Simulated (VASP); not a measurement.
Runs of VASP 6.6.1 on NGeClH4. The cell holds a molecule in a box, 7 atoms: a = 13.000 Å, b = 12.000 Å, c = 13.000 Å, α = 90.00°, β = 90.00°, γ = 90.00°. 

```csv
task,level,potentials or basis,cell,cutoff (eV),grid for exact exchange (PRECFOCK),screening parameter,gap on the mesh (eV),largest force (eV/Å)
single point,PBE,"VASP PAW PBE potentials, release 64 (N, Ge_d, Cl, H)",as given,520,-,-,5.46,0.34
single point,HSE06+D4,"VASP PAW PBE potentials, release 64 (N_h, Ge_h, Cl_h, H_h)",as given,900,Fast,0.2 1/A,6.87,(b)
single point,PBE,"VASP PAW PBE potentials, release 64 (N, Ge_d, Cl, H)","atoms moved at random, drawn with an rms of 0.05 Å",520,-,-,5.38,1.72
atomic charges,PBE+TS,"VASP PAW PBE potentials, release 64 (N, Ge_d, Cl, H)",as given,520,-,-,5.46,0.35
single point,r2SCAN+D3(BJ),"VASP PAW PBE potentials, release 64 (N, Ge_d, Cl, H)",as given,520,-,-,6.16,(a)
```

Alike in all rows: no spin polarisation; k mesh 1 × 1 × 1; smearing gaussian 0.01 eV.

Estimate the missing entries.

(a) 0.20; (b) 0.16.

Caveats: the PAW data sets were made with another functional, which shifts forces and pressure a little (some runs).

A k mesh can miss the band edges, and the runs leave out spin-orbit coupling on Ge.
